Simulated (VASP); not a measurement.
A VASP calculation is set up with these files.

File KPOINTS:
```
Automatic
0
gamma
  15 15 15
0 0 0
```

INCAR:
```
LMAXMIX=6   ! l cut-off of mixed one-centre charges
NEDOS=601   ! DOS grid
GGA=CX
LASPH=.True.   ! aspherical one-centre terms
ALGO=Normal   ! blocked Davidson
AGGAC=0.0
ISMEAR=-5   ! tetrahedra, Bloechl
LWAVE=.False.
EDIFF=1E-7   ! SCF stop (eV)
LREAL=.False.   ! projection in real space or not
SYSTEM=HfC
ISIF=2   ! forces and stress, cell fixed
ENCUT=520   ! plane-wave cut-off (eV)
LUSE_VDW=.True.
NELM=100
LCHARG=.True.
LORBIT=11
PREC=Accurate
```

File POSCAR:
```
HfC
1.0
  0.0000000000   2.3097266059   2.3097266059
  2.3097266059   0.0000000000   2.3097266059
  2.3097266059   2.3097266059   0.0000000000
Hf C
1 1
Cart
  0.0000000000   0.0000000000   0.0000000000
  2.3097266059   2.3097266059   2.3097266059
```

POTCAR, in this order: Hf_pv C (PBE.64 set). Program: vasp_std.

Problem. Translate this vdW-DF-cx calculation to Quantum ESPRESSO's pw.x.

Solution. One equivalent input (not run):
```
&CONTROL
  calculation = 'scf'
  pseudo_dir = './pseudo'
  outdir = './out'
  tprnfor = .true.
  tstress = .true.
/
&SYSTEM
  ibrav = 0
  nat = 2
  ntyp = 2
  ecutwfc = 82
  occupations = 'tetrahedra'
  input_dft = 'vdw-df-cx'
/
&ELECTRONS
  conv_thr = 7.3e-09
  electron_maxstep = 100
/
ATOMIC_SPECIES
  Hf 178.490 Hf.upf
  C 12.011 C.upf
CELL_PARAMETERS angstrom
     0.0000000    2.3097266    2.3097266
     2.3097266    0.0000000    2.3097266
     2.3097266    2.3097266    0.0000000
ATOMIC_POSITIONS crystal
  Hf   0.0000000  0.0000000  0.0000000
  C    0.5000000  0.5000000  0.5000000
K_POINTS automatic
  15 15 15 0 0 0
```
What does not carry over: the potentials are each code's own (VASP's PAW set, PseudoDojo norm-conserving files in pw.x), so ENCUT and ecutwfc are chosen apart and not converted; conv_thr bounds pw.x's estimated SCF error, while EDIFF bounds the energy change between steps.

The compound is HfC in the rock salt structure. It was relaxed first.
